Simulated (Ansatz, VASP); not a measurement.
# Ru (Ruthenium) in two plane-wave programs

Aim: how closely do two programs agree when they are given the same cell, functional and k mesh? The cell is taken from a series of runs on this material, whose earlier steps may have relaxed, scaled, displaced or heated it; both programs get it as it stands.

Program: Ansatz 0.2.0. Level of theory: plane waves, with VASP 6.6.1 beside it; zone-centre phonons at LDA. Results are calculated unless marked as measured.

## Step 1: The structure

The structure is hexagonal, space group P6_3/mmc (No. 194). Conventional cell: a = 2.730 Å, b = 2.730 Å, c = 4.299 Å, α = 90.00°, β = 90.00°, γ = 120.00°. Nearest to Ru lie 12 Ru at 2.67 to 2.73 Å.

## Step 2: Ansatz: zone-centre phonons, LDA

Ansatz runs on its PAW soft_1 files.

Second derivatives magnify differences that forces hide, and they need a tight electronic threshold.

Contents of input.yaml:

```yaml
crystal:
  lattice:
    - [2.7299813243, 0.0, 0.0]
    - [-1.3649906621, 2.3642331787, 0.0]
    - [0.0, 0.0, 4.2985481489]
  atoms:
    - { symbol: Ru, position: [0.3333333333, 0.6666666667, 0.25] }
    - { symbol: Ru, position: [0.6666666667, 0.3333333333, 0.75] }
kpoints:
  mp_grid: { grid: [18, 18, 12] }
hamiltonian:
  xc: lda
  pseudopotentials: { kind: paw, azcp: { folder: soft_1 }, xc_functional: pbe }
scf:
  occupations: { method: methfessel_paxton, width: 0.2 }
output:
  eigenvalues: true
phonons:
  method: dfpt
```

Launch:

```console
> ansatz run input.yaml --threads 4 --pin off --max-ram 10240MiB --backend cpu --events-out ev --progress --plain --runs-dir out
```

Numbers of over 12 decimals in the logs are rounded to 6 here.

Output:

```text
zone centre: on kpoints.mp_grid the ground state, and the responses unless they are solved on pairs of k-points, stand on 637 of the mesh's 3888 k-points, reduced under 4 symmetry operations, with k and −k counted as one. Each operation leaves every solved displacement unchanged or reverses it
Engine: ansatz 0.2.0, x86_64-unknown-linux-gnu
Pseudopotentials: kind: paw
Pseudopotential: Ru, paw, valence charge 16, recommended cutoff 420 eV (normal), soft_1/Ru.paw.azcp
Functional definition: SPW92
  exchange = slater_x
  correlation = pw_c
Crystal: 2 atoms, lattice volume = 27.744 Å³
Basis set: ecut = 420 eV, 537 PW (Γ), exchange–correlation on 40×40×60 points (8 copies of the dense FFT grid, shifted against one another)
Bands: 20, of which v1, the nominal top of the filled ones, is band 16 counted from 1 (15 counted from 0)
Symmetry: 24 space group operations
k-points: 637 of 3888 (irreducible under 4 space group operations, time reversal used)
Non-local potential: Ru, projectors of the file, l = 0: 3, l = 1: 2, l = 2: 2, l = 3: 1
PAW form: soft (Blöchl's): semilocal exchange-correlation on the pseudo side does not see the compensation charge
PAW frozen core: Ru, regenerated for the run's functional, and the local potential with it (the file was generated under x = pbe(κ = 0.804, μ = 0.219515), c = pbe(β = 0.066725))
PAW one-centre angular grid: Ru, 590 points (default); XC on 64 Gauss nodes
Initial density: superposition of atomic densities (chi_scale 0.1, normalization cell)
Initial wavefunctions: pseudopotential atomic-orbital guess
Functional: x = slater, c = lda
SCF iter   1: F=—  HF=-11518.150626 eV  |F-HF|=—  |Δ(HF+E_count)|=         —  Δρ=1.31e-1  dr2=4.63e0  ethr=3.10e-3  ⟨swp⟩=5.0  Hψ=111246  notcnv=0  defer=49
automatic band count: the SCF goes on with 24 bands, as 20 were too few: they end inside the smearing window of the response
preconditioner: auto → none  [metal: Δε(μ)=0.040 eV  Ē_g=11.284 eV  σ=0.200 eV  W_gap=0.17  n_scr=8 (ndim 8)  ℏωp=28.2 eV  f_vac=0.000  D(μ)=1.53/eV (n_scr^D=22)  sad-step TF]
SCF iter   2: F=—  HF=-11517.061271 eV  |F-HF|=—  |Δ(HF+E_count)|=    1.09e0  S|Δr|=    0.00e0  Δρ=7.39e-2  dr2=1.47e0  ethr=3.10e-3  ⟨swp⟩=2.8  Hψ=29677  notcnv=0  defer=1707
SCF iter   3: F=—  HF=-11516.567441 eV  |F-HF|=—  |Δ(HF+E_count)|=   4.94e-1  S|Δr|=    0.00e0  Δρ=3.54e-3  dr2=1.59e-3  ethr=3.10e-3  ⟨swp⟩=2.0  Hψ=22055  notcnv=0  defer=1707
SCF iter   4: F=—  HF=-11516.568142 eV  |F-HF|=—  |Δ(HF+E_count)|=   7.01e-4  S|Δr|=    0.00e0  Δρ=3.96e-4  dr2=9.71e-6  ethr=4.97e-6  ⟨swp⟩=2.5  Hψ=31708  notcnv=0  defer=1556
SCF iter   5: F=—  HF=-11516.568159 eV  |F-HF|=—  |Δ(HF+E_count)|=   1.65e-5  S|Δr|=    0.00e0  Δρ=1.73e-4  dr2=4.89e-6  ethr=3.03e-8  ⟨swp⟩=2.0  Hψ=23972  notcnv=0  defer=1556
SCF iter   6: F=—  HF=-11516.568157 eV  |F-HF|=—  |Δ(HF+E_count)|=   1.95e-6  S|Δr|=    0.00e0  Δρ=2.89e-5  dr2=1.18e-7  ethr=1.53e-8  ⟨swp⟩=2.9  Hψ=24511  notcnv=0  defer=1556
SCF iter   7: F=—  HF=-11516.568157 eV  |F-HF|=—  |Δ(HF+E_count)|=   6.02e-8  S|Δr|=    0.00e0  Δρ=4.15e-6  dr2=2.99e-9  ethr=3.69e-10  ⟨swp⟩=2.0  Hψ=21350  notcnv=0  defer=1556
SCF iter   8: F=—  HF=-11516.568157 eV  |F-HF|=—  |Δ(HF+E_count)|=  5.09e-10  S|Δr|=    0.00e0  Δρ=3.69e-7  dr2=2.79e-11  ethr=9.35e-12  ⟨swp⟩=3.0  Hψ=24733  notcnv=0  defer=1556
SCF iter   9: F=-11516.568157 eV  HF=-11516.568157 eV  |F-HF|=0.00e0  |Δ(HF+E_count)|=  3.64e-12  S|Δr|=    0.00e0  Δρ=2.04e-8  dr2=7.65e-14  ethr=1.00e-12  ⟨swp⟩=10.0  Hψ=72749  notcnv=0
SCF 1 converged in 9 iterations: F = -11516.568157 eV  dr2 = 7.65e-14
  greatest PAW one-centre occupation: 1.000 electrons in one spin orbital (limit 2), on the Ru atom at site 1 (counted from 0), in its partial waves of l = 0
DFPT response loops at Γ: preconditioner auto → Kerker (q_TF=auto, 2.794 Å⁻¹) (partly filled bands, converged f_vac=0.000); β = 1.00, the filter's whole step (`scf.mixing.beta` (0.50) is not read by the response loops under this deck's `scf.mixing.preconditioner`; to damp them name `kerker` or `kerker_dos`, under which they read `scf.mixing.beta`, and type it under 1.00, their step now; both keys bind the ground state too); Broyden in place of MSR1
SCF converged after 9 iterations
Stability not checked: this state was not tested for a lower state beside it, because cold or Methfessel-Paxton smearing, or corrected tetrahedra, fill the levels in a way that the test cannot read (fill_not_monotonic; see scf.lower_state_search)
Free energy (F): -11516.568157 eV
Harris-Foulkes:  -11516.568157 eV  (|F-HF|=0.00e0)
Internal energy: -11516.568510 eV  (E = F + TS)
E sigma→0 (E₀):  -11516.568245 eV
Entropy (-TS):   0.000353 eV (0.177 meV/atom)
Fermi energy:    22.404506 eV
Step filling:    the computed levels leave a gap of 0.0000 eV = 0.0 smearing widths at the electron count; against every level under it full and every level over it empty, smearing changes F+E_penalty+E_count by +0.455 meV and its σ→0 estimate by +0.367 meV
--- Per-component energies (eV) ---
  E_band       = -138.487355
  E_kinetic    = 918.410139
  E_local      = -2594.609100  (includes V_loc(G=0)·N_el)
  E_nonlocal   = 835.654994
  E_hartree    = 854.099158
  E_xc         = -337.821643
  E_vxc        = -428.686440  (∫ρ·V_xc dr)
  E_paw        = -6763.324968  (= ΣΔE_a)
  E_vpaw       = -577.456370  (= ΣTr[D̂ρ^β])
  E_aug_tail   = 0.001090  (compensation charges beyond the density's cutoff)
  E_ewald      = -4430.121549
  E_core_change = 1.143369  (= ΣΔE_core)
  E_smearing   = 0.000353  (= −TS)
  E_closure    = -0.000000  (closes the sum)
  Σ components = -11516.568157   (vs F -11516.568157, Δ=0.00e0)
--- Band table (eV; the first three rows and the last of 637) ---
  k-point 0: bands = [... 12 lower, 20.0870, 20.5429, 20.5429, 21.0117, 21.0117, 23.5584, 23.5584, 23.7075, ... 4 higher]
  k-point 1: bands = [... 12 lower, 20.0479, 20.4959, 20.4959, 21.1246, 21.1246, 23.4365, 23.5643, 23.5643, ... 4 higher]
  k-point 2: bands = [... 12 lower, 19.9396, 20.3683, 20.3683, 21.4068, 21.4068, 22.7460, 23.5667, 23.5667, ... 4 higher]
  k-point 636: bands = [... 12 lower, 19.8274, 19.8274, 21.1031, 21.1031, 23.9940, 23.9940, 27.3034, 27.3034, ... 4 higher]
--- Phonons (Γ-DFPT): 2 representative perturbations + reference, on 637 of 3888 k-points (Σ response iterations 6) ---
  k mesh reduced under 4 symmetry operations, with k and −k counted as one. Each operation leaves every solved displacement unchanged or reverses it
  ASR residual: 1.238e-5 → 0.000e0 eV/Å²; symmetrization residual: 8.898e-10 eV/Å²
  ASR residual per site (eV/Å²): 1.24e-5 1.24e-5
  Γ frequencies (cm⁻¹): 0.00 0.00 0.00 193.98 193.98 235.56
  non-analytic LO–TO correction: not included (Born effective charges unavailable; polar crystals: no LO–TO splitting at Γ)
```

## Step 3: VASP: zone-centre phonons, LDA

The same cell, functional (in two slightly different forms), mesh and smearing now go to VASP, with its own data sets.

Lines of VASP's logs that name or quote its potential files are left out, and so is its time.

Contents of INCAR:

```
SYSTEM = Ru
PREC = Accurate
ENCUT = 500
EDIFF = 1E-08
NELM = 120
ISMEAR = 1
SIGMA = 0.2
LREAL = .FALSE.
ALGO = Normal
GGA = PW92
NBANDS = 20
LASPH = .TRUE.
LORBIT = 11
LWAVE = .FALSE.
LCHARG = .FALSE.
ISIF = 2
IBRION = 8
GGA_COMPAT = .FALSE.
KPAR = 2
```

Contents of POSCAR:

```
Ru
1.0
    2.7299813243      0.0000000000      0.0000000000
   -1.3649906621      2.3642331787      0.0000000000
    0.0000000000      0.0000000000      4.2985481489
Ru
2
Direct
    0.3333333334      0.6666666668      0.2500000000
    0.6666666668      0.3333333334      0.7500000000
```

Contents of KPOINTS:

```
Automatic mesh
0
Gamma
18 18 12
0 0 0
```

PAW data sets: Ru_pv (LDA family, release 64).

Launch:

```console
> mpirun -np 2 vasp_std
```

Output:

```text
[banner, memory and clock lines left out]
running    2 mpi-ranks, on    1 nodes
 distrk:  each k-point on    1 cores,    2 groups
 distr:  one band on    1 cores,    1 groups

 POSCAR found type information on POSCAR Ru
 POSCAR found :  1 types and       2 ions
|                                                                             |
|               ----> ADVICE to this user running VASP <----                  |
|                                                                             |
|     You enforced a specific xc type in the INCAR file but a different       |
|     [... a line on the potential file left out ...]
|     I HOPE YOU KNOW WHAT YOU ARE DOING!                                     |
|                                                                             |

 LDA part: xc-table for (Slater(with rela. corr.)+PW92), standard interpolation
 POSCAR, INCAR and KPOINTS ok, starting setup
 FFT: planning ... GRIDC
 FFT: planning ... GRID_SOFT
 FFT: planning ... GRID
 WAVECAR not read
 entering main loop
       N       E                     dE             d eps       ncg     rms          rms(c)
DAV:   1     0.279992080658E+03    0.27999E+03   -0.17369E+04 10384   0.151E+03
DAV:   2    -0.168366730228E+02   -0.29683E+03   -0.28870E+03 10688   0.453E+02
DAV:   3    -0.227537894289E+02   -0.59171E+01   -0.58683E+01 11872   0.715E+01
DAV:   4    -0.228021077460E+02   -0.48318E-01   -0.48281E-01 13684   0.604E+00
DAV:   5    -0.228027315683E+02   -0.62382E-03   -0.62256E-03 11676   0.581E-01    0.174E+01
DAV:   6    -0.213780755727E+02    0.14247E+01   -0.35128E+00 11684   0.184E+01    0.413E+00
DAV:   7    -0.213022052192E+02    0.75870E-01   -0.38747E-01 11916   0.440E+00    0.104E+00
DAV:   8    -0.212930099460E+02    0.91953E-02   -0.24283E-02 11564   0.113E+00    0.301E-01
DAV:   9    -0.212921174451E+02    0.89250E-03   -0.16925E-03 11828   0.462E-01    0.333E-02
DAV:  10    -0.212921334623E+02   -0.16017E-04   -0.12930E-04 11648   0.115E-01    0.239E-02
DAV:  11    -0.212921311311E+02    0.23312E-05   -0.22347E-05 11848   0.447E-02    0.157E-03
DAV:  12    -0.212921311191E+02    0.11993E-07   -0.16839E-07 12240   0.384E-03    0.103E-03
DAV:  13    -0.212921311145E+02    0.46357E-08   -0.35267E-09  7656   0.563E-04
   1 F= -.21292131E+02 E0= -.21292247E+02  d E =0.349061E-03
 Linear response reoptimize wavefunctions to high precision
DAV:   1    -0.212921311205E+02   -0.60104E-08   -0.12186E-09  7312   0.348E-04
DAV:   2    -0.212921311205E+02   -0.15916E-10   -0.67548E-11  7056   0.927E-05
 Linear response DOF=           2
 Linear response progress:
  Degree of freedom:   1/  2
       N       E                     dE             d eps       ncg     rms          rms(c)
RMM:   1    -0.509137959062E+00   -0.50914E+00    0.34058E+00 46350   0.595E+01
RMM:   2    -0.610727261861E+00   -0.10159E+00   -0.12035E-01 63659   0.292E+00    0.137E-01
RMM:   3    -0.609699296295E+00    0.10280E-02   -0.34385E-03 73503   0.488E-01    0.625E-02
RMM:   4    -0.608520129177E+00    0.11792E-02   -0.45897E-04 73279   0.168E-01    0.230E-02
RMM:   5    -0.608384236524E+00    0.13589E-03   -0.41005E-05 87569   0.426E-02    0.102E-02
RMM:   6    -0.608304012799E+00    0.80224E-04   -0.48700E-05 77013   0.134E-02    0.736E-03
RMM:   7    -0.608293131941E+00    0.10881E-04   -0.42982E-05 76381   0.816E-03    0.725E-04
RMM:   8    -0.608309502661E+00   -0.16371E-04   -0.26720E-05 96384   0.251E-03    0.356E-04
RMM:   9    -0.608318073472E+00   -0.85708E-05   -0.14469E-05 86242   0.108E-03    0.776E-05
RMM:  10    -0.608318494022E+00   -0.42055E-06   -0.83003E-06100060   0.632E-04    0.212E-05
RMM:  11    -0.608318946527E+00   -0.45250E-06   -0.47491E-06 90876   0.417E-04    0.830E-06
RMM:  12    -0.608318977669E+00   -0.31142E-07   -0.30588E-06100827   0.319E-04    0.352E-06
RMM:  13    -0.608318911728E+00    0.65941E-07   -0.15383E-06104362   0.266E-04    0.142E-06
RMM:  14    -0.608318947179E+00   -0.35451E-07   -0.10026E-06 97818   0.240E-04    0.487E-07
RMM:  15    -0.608318964370E+00   -0.17191E-07   -0.62538E-07 98733   0.224E-04    0.498E-07
RMM:  16    -0.608318975660E+00   -0.11289E-07   -0.41962E-07 95619   0.215E-04    0.223E-07
RMM:  17    -0.608318986022E+00   -0.10362E-07   -0.26824E-07 90344   0.209E-04    0.118E-07
RMM:  18    -0.608318983647E+00    0.23746E-08   -0.22178E-07 82417   0.205E-04    0.290E-07
RMM:  19    -0.608318989831E+00   -0.61833E-08   -0.11477E-07 89355   0.203E-04    0.723E-08
 first order change of Fermi-energy   0.25543E-06
 force on displaced ion       1 direction 1 :  -7.003   0.001   0.000
 Linear response progress:
  Degree of freedom:   2/  2
       N       E                     dE             d eps       ncg     rms          rms(c)
RMM:   1    -0.618818620117E+00   -0.61882E+00    0.38495E+00 15979   0.602E+01
RMM:   2    -0.732094991204E+00   -0.11328E+00   -0.13395E-01 22059   0.303E+00    0.138E-01
RMM:   3    -0.732120923350E+00   -0.25932E-04   -0.25406E-03 25498   0.462E-01    0.698E-02
RMM:   4    -0.731458600927E+00    0.66232E-03   -0.49285E-04 24903   0.163E-01    0.206E-02
RMM:   5    -0.731328142348E+00    0.13046E-03    0.50497E-05 29402   0.511E-02    0.137E-02
RMM:   6    -0.731279186974E+00    0.48955E-04    0.78864E-06 26503   0.168E-02    0.107E-02
RMM:   7    -0.731234182368E+00    0.45005E-04    0.11502E-05 25260   0.100E-02    0.277E-03
RMM:   8    -0.731223259493E+00    0.10923E-04    0.30836E-05 29513   0.404E-03    0.670E-04
RMM:   9    -0.731231379560E+00   -0.81201E-05    0.13260E-05 28963   0.170E-03    0.906E-05
RMM:  10    -0.731231881544E+00   -0.50198E-06    0.14025E-05 29634   0.788E-04    0.417E-05
RMM:  11    -0.731233341278E+00   -0.14597E-05    0.75203E-06 32104   0.478E-04    0.115E-05
RMM:  12    -0.731234001986E+00   -0.66071E-06    0.18253E-06 31751   0.352E-04    0.449E-06
RMM:  13    -0.731233863603E+00    0.13838E-06    0.29781E-06 34344   0.290E-04    0.164E-06
RMM:  14    -0.731234105468E+00   -0.24186E-06    0.61255E-07 34654   0.257E-04    0.171E-06
RMM:  15    -0.731234168048E+00   -0.62580E-07    0.19783E-07 32675   0.241E-04    0.102E-06
RMM:  16    -0.731234163797E+00    0.42513E-08    0.30899E-07 34645   0.229E-04    0.120E-06
RMM:  17    -0.731234217511E+00   -0.53715E-07   -0.39561E-07 31845   0.222E-04    0.533E-07
RMM:  18    -0.731234192830E+00    0.24681E-07   -0.10543E-07 28381   0.216E-04    0.484E-07
RMM:  19    -0.731234209468E+00   -0.16638E-07   -0.29899E-07 26739   0.214E-04    0.679E-07
RMM:  20    -0.731234202306E+00    0.71622E-08   -0.24526E-07 26958   0.212E-04    0.867E-07
RMM:  21    -0.731234206221E+00   -0.39151E-08   -0.26270E-07 26742   0.211E-04    0.851E-07
RMM:  22    -0.731234207616E+00   -0.13948E-08   -0.27652E-07 27363   0.210E-04    0.795E-07
 first order change of Fermi-energy   0.10947E-03
 force on displaced ion       1 direction 3 :  -0.000  -0.000 -10.430
 Linear response finished
```

(Continued in part 2 of 2.)

[Lines on the potential files, build, host, timing and source positions are cut from VASP's logs without a mark.]

[Logs are printed without paths, hosts, clocks, repeated set-up lines and the standing remarks that a program may print on its own settings, such as how far it seeks lower states.]

[Hosts, paths, dates, database ids (printed as entryN), source tags and the programs' standing remarks are cut or masked in the printed files.]
